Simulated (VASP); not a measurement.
Data:

```
CELL_PARAMETERS angstrom
      0.00000     2.85267     2.85267
      2.85267     0.00000     2.85267
      2.85267     2.85267     0.00000
ATOMIC_POSITIONS crystal
  Li 0.25000 0.25000 0.25000
  Li 0.75000 0.75000 0.75000
  S  0.00000 0.00000 0.00000
```

These are PBE GGA with D3 dispersion (zero damping), VASP's PBE PAW potentials (set 64) (plane waves; VASP) values and carry that method's errors. Numerical set-up: 520 eV cut-off, 7×7×7 Γ-centred mesh, Gaussian smearing of 0.050 eV, potentials Li_sv S.

Give the stress tensor in GPa (positive for a compressed cell).

```
-2.41   0.00   0.00
 0.00  -2.41   0.00
 0.00   0.00  -2.41
```
The pressure is its mean diagonal, -2.41 GPa.

The compound is Li2S in the antifluorite structure. This cell is one point of a volume scan, at 1.06 of the reference volume.
